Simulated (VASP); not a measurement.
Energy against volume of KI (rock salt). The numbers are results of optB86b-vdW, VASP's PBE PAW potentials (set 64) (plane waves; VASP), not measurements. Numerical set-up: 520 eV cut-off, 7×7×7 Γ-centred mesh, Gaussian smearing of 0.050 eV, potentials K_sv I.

| V (Å³/atom) | E (eV/atom) |
|---|---|
| 40.688 | -0.75426 |
| 41.986 | -0.75986 |
| 43.285 | -0.76163 |
| 44.583 | -0.76019 |

**Question.** Fit these four points and predict the energy of the run at 45.882 Å³/atom.

**Answer.** A cubic in V^(−2/3), the third-order Birch-Murnaghan form, passes through the four points with V0 = 43.31 Å³/atom and B0 = 13 GPa, and gives -0.7561 eV/atom there. The run gave -0.7561 eV/atom, -0.0 meV/atom from the fit; all five points give B0 = 13 GPa.

The compound is KI in the rock salt structure. It was relaxed first.
